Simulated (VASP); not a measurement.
Input:

```yaml
crystal:
  lattice:
    - [0.00000, 2.73658, 2.73658]
    - [2.73658, 0.00000, 2.73658]
    - [2.73658, 2.73658, 0.00000]
  atoms:
    - { symbol: Cd, position: [0.00000, 0.00000, 0.00000] }
    - { symbol: F, position: [0.25000, 0.25000, 0.25000] }
    - { symbol: F, position: [0.75000, 0.75000, 0.75000] }
```

Level of theory: revTPSS meta-GGA, VASP's PBE PAW potentials (set 64) (plane waves; VASP 6.6.1). Settings: 520 eV cut-off, 7×7×7 Γ-centred mesh, Gaussian smearing of 0.050 eV, potentials Cd F.

Give the stress tensor in GPa (positive for a compressed cell).

```
-2.82   0.00   0.00
 0.00  -2.82   0.00
 0.00   0.00  -2.82
```
The pressure is its mean diagonal, -2.82 GPa.

The compound is CdF2 in the fluorite structure. This cell is one point of a volume scan, at 1.03 of the reference volume.
